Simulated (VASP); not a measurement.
Data:

```
Cd
1.0
    1.53683    -2.66187     0.00000
    1.53683     2.66187     0.00000
    0.00000     0.00000     5.68836
Cd
2
Cartesian
  1.53683   0.88729   1.42209
  1.53683  -0.88729   4.26627
```

All values below come from PBEsol GGA, VASP's PBE PAW potentials (set 64) (plane waves; VASP 6.6.1). Run with 480 eV cut-off, 14×14×6 Γ-centred mesh, first-order Methfessel-Paxton smearing of 0.10 eV, potentials Cd.

Task: Estimate the energy per atom (σ→0), pressure, band gap (on the k-mesh) with the smallest direct gap where there is one.

Result: 
The band gap (on the k-mesh) is none (metal, semimetal or under 0.01 eV). The energy per atom (σ→0) is -1.155 eV/atom and the pressure is -4.45 GPa.

The compound is Cd in the hcp structure. This cell was strained or had an atom moved on purpose.
